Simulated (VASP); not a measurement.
**A VASP study of MnFe4SiB2 (rev-vdW-DF2): structure first, properties next**

What structure does MnFe4SiB2 take at this level, and what are its properties? The steps: full relaxation (rev-vdW-DF2), second relaxation, single point with fields (rev-vdW-DF2), band structure (rev-vdW-DF2) and total and projected DOS (rev-vdW-DF2). The start is a computed cell from the Materials Project.

Program: VASP 6.6.1. Level of theory: rev-vdW-DF2, spin-polarised from a ferromagnetic start; plane waves and PAW (Mn_pv, Fe, Si, B). Results are calculated unless marked as measured.

## (1) The starting structure

Before any relaxation, the start is as follows. It takes space group I4/mcm (No. 140, tetragonal). The conventional cell has a = 5.530 Å, b = 5.530 Å, c = 10.277 Å, α = 90.00°, β = 90.00°, γ = 90.00°. Nearest to Mn lie 4 B at 2.21 Å and 8 Fe at 2.49 Å and 2 Si at 2.57 Å. Nearest to Fe lie 3 B at 2.14 to 2.17 Å and 2 Si at 2.37 Å. Si has 8 Fe at 2.37 Å and 2 Mn at 2.57 Å nearest. Nearest to B lie 1 B at 1.86 Å and 6 Fe at 2.14 to 2.17 Å and 2 Mn at 2.21 Å. Farther neighbours are not listed.

Coordinates:

```cif
data_structure
_symmetry_space_group_name_H-M 'I4/mcm'
_symmetry_Int_Tables_number 140
_cell_length_a 5.5305
_cell_length_b 5.5305
_cell_length_c 10.2775
_cell_angle_alpha 90.000
_cell_angle_beta 90.000
_cell_angle_gamma 90.000
_cell_volume 314.35
loop_
_atom_site_label
_atom_site_type_symbol
_atom_site_symmetry_multiplicity
_atom_site_Wyckoff_symbol
_atom_site_fract_x
_atom_site_fract_y
_atom_site_fract_z
_atom_site_occupancy
Mn1 Mn 4 c 0.50000 0.50000 0.00000 1
Fe1 Fe 16 l 0.66869 0.16869 0.36386 1
Si1 Si 4 a 0.00000 0.00000 0.25000 1
B1 B 8 h 0.38079 0.88079 0.00000 1
```

## (2) Full relaxation (rev-vdW-DF2)

The start need not lie at this functional's minimum. ISIF = 3 frees volume, shape and positions, and EDIFFG sets the threshold on forces and stress at which the search stops. rev-vdW-DF2 revises the exchange of vdW-DF2 for solids. LUSE_VDW switches on a nonlocal correlation term for dispersion.

INCAR

```
SYSTEM = MnFe4SiB2
PREC = Accurate
ENCUT = 420
EDIFF = 1E-06
NELM = 100
ISMEAR = 1
SIGMA = 0.2
LREAL = .FALSE.
ALGO = Normal
GGA = MK
AGGAC = 0
LUSE_VDW = .TRUE.
PARAM1 = 0.1234
PARAM2 = 0.711357
ZAB_VDW = -1.8867
LASPH = .TRUE.
NBANDS = 98
ISPIN = 2
MAGMOM = 4 4 3 3 3 3 3 3 3 3 0 0 0 0 0 0
LMAXMIX = 4
LORBIT = 11
LWAVE = .FALSE.
LCHARG = .FALSE.
KPAR = 8
IBRION = 2
NSW = 60
ISIF = 3
EDIFFG = -0.01
```

POSCAR

```
MnFe4SiB2
1.0
   -2.7652480000      2.7652480000      5.1387440000
    2.7652480000     -2.7652480000      5.1387440000
    2.7652480000      2.7652480000     -5.1387440000
Mn Fe Si B
2 8 2 4
Direct
    0.5000000000      0.5000000000      0.0000000000
    0.0000000000      0.0000000000      0.0000000000
    0.5325500000      0.0325500000      0.8373710000
    0.1951790000      0.6951790000      0.1626290000
    0.0325500000      0.1951790000      0.5000000000
    0.6951790000      0.5325500000      0.5000000000
    0.4674500000      0.9674500000      0.1626290000
    0.8048210000      0.3048210000      0.8373710000
    0.9674500000      0.8048210000      0.5000000000
    0.3048210000      0.4674500000      0.5000000000
    0.2500000000      0.2500000000      0.0000000000
    0.7500000000      0.7500000000      0.0000000000
    0.8807850000      0.3807850000      0.2615700000
    0.1192150000      0.6192150000      0.7384300000
    0.3807850000      0.1192150000      0.5000000000
    0.6192150000      0.8807850000      0.5000000000
```

KPOINTS

```
Automatic mesh
0
Gamma
6 6 6
0 0 0
```

The projector-augmented-wave data sets are Mn_pv, Fe, Si and B (PBE family, release 64).

Launch:

```
$ mpirun -np 8 vasp_std
```

Log:

```text
[banner, memory and clock lines left out]
running    8 mpi-ranks, on    1 nodes
 distrk:  each k-point on    1 cores,    8 groups
 distr:  one band on    1 cores,    1 groups

 POSCAR found type information on POSCAR MnFeSiB
 POSCAR found :  4 types and      16 ions
|                                                                             |
|           W    W    AA    RRRRR   N    N  II  N    N   GGGG   !!!           |
|           W    W   A  A   R    R  NN   N  II  NN   N  G    G  !!!           |
|           W    W  A    A  R    R  N N  N  II  N N  N  G       !!!           |
|           W WW W  AAAAAA  RRRRR   N  N N  II  N  N N  G  GGG   !            |
|           WW  WW  A    A  R   R   N   NN  II  N   NN  G    G                |
|           W    W  A    A  R    R  N    N  II  N    N   GGGG   !!!           |
|                                                                             |
|     For optimal performance we recommend to set                             |
|       NCORE = 2 up to number-of-cores-per-socket                            |
|     NCORE specifies how many cores store one orbital (NPAR=cpu/NCORE).      |
|     This setting can greatly improve the performance of VASP for DFT.       |
|     The default, NCORE=1 might be grossly inefficient on modern             |
|     multi-core architectures or massively parallel machines. Do your        |
|     Unfortunately you need to use the default for GW and RPA                |
|     calculations (for HF NCORE is supported but not extensively tested      |
|     yet).                                                                   |
|                                                                             |

|                                                                             |
|               ----> ADVICE to this user running VASP <----                  |
|                                                                             |
|     You have switched on vdW-DFT.                                           |
|     This routine was written and supplied by Jiri Klimes. We recommend      |
|     that you carefully read and cite the following publications:            |
|       J. Klimes, D.R. Bowler, A. Michelides                                 |
|          J. Phys.: Cond Matt. 22 022201 (2010)                              |
|       J. Klimes, D.R. Bowler, A. Michelides                                 |
|          Phys. Rev. B. 83, 195131 (2011)                                    |
|     and references therein.                                                 |
|                                                                             |

|                                                                             |
|               ----> ADVICE to this user running VASP <----                  |
|                                                                             |
|     You enforced a specific xc type in the INCAR file but a different       |
|     [... a line on the potential file left out ...]
|     I HOPE YOU KNOW WHAT YOU ARE DOING!                                     |
|                                                                             |

 LDA part: xc-table for (Slater+PW92), standard interpolation
 POSCAR, INCAR and KPOINTS ok, starting setup
 FFT: planning ... GRIDC
 FFT: planning ... GRID_SOFT
 FFT: planning ... GRID
 WAVECAR not read
 entering main loop
       N       E                     dE             d eps       ncg     rms          rms(c)
DAV:   1     0.104930548079E+04    0.10493E+04   -0.39581E+04 12472   0.119E+03
DAV:   2     0.512754748824E+01   -0.10442E+04   -0.95482E+03 11760   0.340E+02
DAV:   3    -0.116533832029E+03   -0.12166E+03   -0.10447E+03 12262   0.135E+02
DAV:   4    -0.122486971482E+03   -0.59531E+01   -0.58203E+01 13960   0.320E+01
DAV:   5    -0.122628604774E+03   -0.14163E+00   -0.14142E+00 14168   0.462E+00    0.551E+01
DAV:   6    -0.126021104226E+03   -0.33925E+01   -0.12070E+02 15208   0.111E+02    0.689E+01
DAV:   7    -0.131559710329E+03   -0.55386E+01   -0.10911E+02 14846   0.902E+01    0.680E+01
DAV:   8    -0.100920844851E+03    0.30639E+02   -0.33134E+01 13318   0.561E+01    0.141E+01
DAV:   9    -0.100972337978E+03   -0.51493E-01   -0.46952E+00 15560   0.989E+00    0.577E+00
DAV:  10    -0.101030767252E+03   -0.58429E-01   -0.68445E-01 12782   0.538E+00    0.640E+00
DAV:  11    -0.101067063947E+03   -0.36297E-01   -0.10893E-01 15032   0.199E+00    0.396E+00
DAV:  12    -0.101105008237E+03   -0.37944E-01   -0.48195E-02 16026   0.153E+00    0.178E+00
DAV:  13    -0.101115489862E+03   -0.10482E-01   -0.30385E-02 16078   0.958E-01    0.935E-01
DAV:  14    -0.101116745097E+03   -0.12552E-02   -0.10752E-02 13746   0.559E-01    0.499E-01
DAV:  15    -0.101116387089E+03    0.35801E-03   -0.11261E-03 13196   0.276E-01    0.143E-01
DAV:  16    -0.101116420204E+03   -0.33115E-04   -0.18633E-04 14654   0.719E-02    0.466E-02
DAV:  17    -0.101116424739E+03   -0.45355E-05   -0.37390E-05 14216   0.339E-02    0.246E-02
DAV:  18    -0.101116420258E+03    0.44806E-05   -0.65301E-06 13236   0.149E-02    0.122E-02
DAV:  19    -0.101116420668E+03   -0.40944E-06   -0.13071E-06  7664   0.669E-03
   1 F= -.10111642E+03 E0= -.10112005E+03  d E =-.101116E+03  mag=    16.1994
 curvature:   0.00 expect dE= 0.000E+00 dE for cont linesearch  0.000E+00
 trial: gam= 0.00000 g(F)=  0.506E-02 g(S)=  0.198E+00 ort = 0.000E+00 (trialstep = 0.100E+01)
 search vector abs. value=  0.203E+00
 bond charge predicted
       N       E                     dE             d eps       ncg     rms          rms(c)
DAV:   1    -0.103909056727E+03   -0.27926E+01   -0.30376E+01 12624   0.389E+01    0.193E+01
DAV:   2    -0.116846603407E+03   -0.12938E+02   -0.29463E+01 13814   0.458E+01    0.509E+01
DAV:   3    -0.102099235785E+03    0.14747E+02   -0.18125E+01 14322   0.547E+01    0.153E+01
DAV:   4    -0.101085907925E+03    0.10133E+01   -0.27551E+00 15332   0.164E+01    0.579E+00
DAV:   5    -0.101086248229E+03   -0.34030E-03   -0.40376E-01 14992   0.378E+00    0.320E+00
DAV:   6    -0.101097963143E+03   -0.11715E-01   -0.80990E-02 14466   0.159E+00    0.245E+00
DAV:   7    -0.101113676451E+03   -0.15713E-01   -0.19584E-02 14980   0.811E-01    0.130E+00
DAV:   8    -0.101116218805E+03   -0.25424E-02   -0.10057E-02 13362   0.637E-01    0.463E-01
DAV:   9    -0.101116844231E+03   -0.62543E-03   -0.43255E-03 14248   0.234E-01    0.227E-01
DAV:  10    -0.101116887669E+03   -0.43438E-04   -0.28821E-04 14228   0.849E-02    0.955E-02
DAV:  11    -0.101116870192E+03    0.17476E-04   -0.41762E-05 15482   0.454E-02    0.266E-02
DAV:  12    -0.101116866209E+03    0.39833E-05   -0.16818E-05 13330   0.212E-02    0.140E-02
DAV:  13    -0.101116865805E+03    0.40384E-06   -0.21344E-06 10652   0.767E-03
   2 F= -.10111687E+03 E0= -.10111810E+03  d E =-.445137E-03  mag=    14.7710
[... from here on, the cycles between the ionic steps are left out ...]
   3 F= -.10116830E+03 E0= -.10117117E+03  d E =-.518789E-01  mag=    15.5070
   4 F= -.10116829E+03 E0= -.10117113E+03  d E =-.518669E-01  mag=    15.4923
   5 F= -.10116947E+03 E0= -.10117217E+03  d E =-.118687E-02  mag=    15.4629
   6 F= -.10116995E+03 E0= -.10117241E+03  d E =-.166343E-02  mag=    15.4127
   7 F= -.10116999E+03 E0= -.10117251E+03  d E =-.170570E-02  mag=    15.4244
   8 F= -.10117034E+03 E0= -.10117283E+03  d E =-.344416E-03  mag=    15.4649
   9 F= -.10117037E+03 E0= -.10117285E+03  d E =-.373001E-03  mag=    15.4786
 curvature:  -0.90 expect dE=-0.395E-03 dE for cont linesearch -0.235E-06
 trial: gam= 0.89336 g(F)=  0.587E-04 g(S)=  0.380E-03 ort = 0.120E-04 (trialstep = 0.738E+00)
 search vector abs. value=  0.902E-03
 bond charge predicted
       N       E                     dE             d eps       ncg     rms          rms(c)
DAV:   1    -0.101171699686E+03   -0.13334E-02   -0.84334E-02 13826   0.111E+00    0.468E-01
DAV:   2    -0.101182341763E+03   -0.10642E-01   -0.25002E-02 14492   0.143E+00    0.153E+00
DAV:   3    -0.101171119573E+03    0.11222E-01   -0.14167E-02 15092   0.137E+00    0.278E-01
DAV:   4    -0.101170580325E+03    0.53925E-03   -0.93893E-04 15202   0.357E-01    0.576E-02
DAV:   5    -0.101170572977E+03    0.73479E-05   -0.17496E-04 13260   0.534E-02    0.311E-02
DAV:   6    -0.101170565955E+03    0.70216E-05   -0.12964E-05 15014   0.214E-02    0.140E-02
DAV:   7    -0.101170565793E+03    0.16274E-06   -0.15026E-06  7948   0.744E-03
  10 F= -.10117057E+03 E0= -.10117296E+03  d E =-.199526E-03  mag=    15.4649
 trial-energy change:   -0.000200  1 .order   -0.000183   -0.000332   -0.000034
 step:   0.8004(harm=  0.8227)  dis= 0.00099  next Energy=  -101.170567 (dE=-0.201E-03)
 reached required accuracy - stopping structural energy minimisation
```

Run time: 26 min. Hardware: 8 MPI ranks of Intel Xeon 6975P-C (Granite Rapids), shared host; peak memory 11 GiB; 3.4 h of CPU time.

The logs omit lines about the potential files and the build; timing stands in the text.

(Part 1 of 6 ends here.)

[Lines on the potential files, build, host, timing and source positions are cut from VASP's logs without a mark.]

[Logs are printed without paths, hosts, clocks, repeated set-up lines and the standing remarks that a program may print on its own settings, such as how far it seeks lower states.]

[Hosts, paths, dates, database ids (printed as entryN), source tags and the programs' standing remarks are cut or masked in the printed files.]

[A measured line is paired with the nearest computed mode of its activity, which favours agreement.]

[In band tables of VASP the shares of atoms and orbitals are scaled to a sum of 1 inside the atoms' spheres.]
